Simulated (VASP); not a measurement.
Set up this calculation in VASP 6.6.1, as the native input.

```yaml
Task: single point
Functional: PBE
Potentials_or_basis: VASP PAW PBE potentials, release 64 (Sn_d, O)
Cutoff: 450 eV
k_mesh: 4 × 4 × 4
Occupations: gaussian, width 0.02 eV
Spin: no spin polarisation
Monkhorst-Pack_mesh: yes
Further_INCAR_settings: PREC = Normal; LREAL = Auto; ALGO = Normal; EDIFF = 1e-06
```

The structure of SnO lies in POSCAR:

```
SnO
1.0
    3.8672150000      3.8672150000     -5.0343680000
   -3.8672150000      3.8672150000      5.0343680000
    3.8672150000     -3.8672150000      5.0343680000
Sn O
8 8
Direct
    0.2500000000      0.1154760000      0.3654760000
    0.2500000000      0.6154760000      0.8654760000
    0.7500000000      0.6154760000      0.3654760000
    0.7500000000      0.1154760000      0.8654760000
    0.2500000000      0.6345240000      0.3845240000
    0.2500000000      0.1345240000      0.8845240000
    0.7500000000      0.1345240000      0.3845240000
    0.7500000000      0.6345240000      0.8845240000
    0.0000000000      0.0000000000      0.0000000000
    0.0000000000      0.5000000000      0.5000000000
    0.5000000000      0.5000000000      0.0000000000
    0.5000000000      0.0000000000      0.5000000000
    0.5000000000      0.2500000000      0.2500000000
    0.5000000000      0.7500000000      0.7500000000
    0.0000000000      0.7500000000      0.2500000000
    0.0000000000      0.2500000000      0.7500000000
```

These files were run (other wordings do the same):

INCAR

```
PREC     = Normal         # precision mode
ENCUT    = 450            # plane-wave cutoff, eV
EDIFF    = 1E-6           # SCF threshold, eV
ISMEAR   = 0              # smearing method
SIGMA    = 0.02           # smearing width, eV
LREAL    = Auto         
LASPH    = True           # aspherical terms in the spheres
NELM     = 80             # most SCF steps
ALGO     = Normal         # electronic algorithm
ISIF     = 2              # what is computed and relaxed
LWAVE    = False          # write WAVECAR
LCHARG   = False          # write CHGCAR
GGA      = PE             # functional
ICORELEVEL= 1            
KPAR     = 4
```

KPOINTS

```
Automatic mesh
0
Monkhorst-Pack
  4 4 4
```

Potentials or basis: VASP PAW PBE potentials, release 64 (Sn_d, O).

The run is started by

```console
$ cat potpaw_PBE.64/Sn_d/POTCAR potpaw_PBE.64/O/POTCAR > POTCAR
$ mpirun -np 4 vasp_std > vasp.out
```

Results of the run:

```json
{
  "Largest force": "0.005 eV/Å"
}
```

Run time: 55 s on 4 MPI ranks on AMD EPYC 9R45 96-Core Processor (Zen 5) (shared host), peak memory 0.32 GiB a rank.
